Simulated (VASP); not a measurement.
Wanted: the native input for a VASP 6.6.1 run.

| Property | Result |
| --- | --- |
| Task | relaxation of cell and atoms |
| Functional | AM05 |
| Potentials or basis | VASP PAW PBE potentials, release 64 (Mg, O) |
| Cutoff | 600 eV |
| k mesh | 12 × 12 × 12 |
| Occupations | gaussian, width 0.03 eV |
| Spin | no spin polarisation |
| Further INCAR settings | ALGO = Normal; EDIFF = 1e-06; IBRION = 2; EDIFFG = -0.01; NSW = 90; ISIF = 3 |

The structure of MgO (Periclase) lies in POSCAR:

```
MgO
1.0
    0.0000000000      2.1085000000      2.1085000000
    2.1085000000      0.0000000000      2.1085000000
    2.1085000000      2.1085000000      0.0000000000
Mg O
1 1
Direct
    0.0000000000      0.0000000000      0.0000000000
    0.5000000000      0.5000000000      0.5000000000
```

One way to write it, as run:

INCAR

```
SYSTEM = MgO
  ALGO = Normal
  EDIFF = 1E-6
  EDIFFG = -0.01
  ENCUT = 600
  GGA = AM
  IBRION = 2
  ISIF = 3
  ISMEAR = 0
  LASPH = .True.
  LCHARG = .False.
  LREAL = .False.
  LWAVE = .False.
  NELM = 80
  NSW = 90
  PREC = Accurate
  SIGMA = 0.03
```

KPOINTS

```
k-points
0
Gamma
  12 12 12
  0 0 0
```

Potentials or basis: VASP PAW PBE potentials, release 64 (Mg, O).

Command:

```console
$ cat potpaw_PBE.64/Mg/POTCAR potpaw_PBE.64/O/POTCAR > POTCAR
$ mpirun -np 1 vasp_std > vasp.out
```

It gave:

* Relaxed volume: 9.35 Å³/atom
* Relaxed cell: a = 2.979 Å, b = 2.979 Å, c = 2.979 Å, α = 60.00°, β = 60.00°, γ = 60.00°
* Space group after relaxing (to 0.05 Å): Fm-3m (No. 225)
* Energy gained by relaxing: 0.0 meV/atom
* Ionic steps: 2
* Pressure after relaxing: 0.1 GPa
* Band gap on the k mesh: 4.71 eV, direct

Caveat: the PAW data sets were made with another functional, which shifts forces and pressure a little.

Wall time 16 s on 1 thread of Intel(R) Xeon(R) Platinum 8488C (Sapphire Rapids) (shared host), peak memory 0.15 GiB.
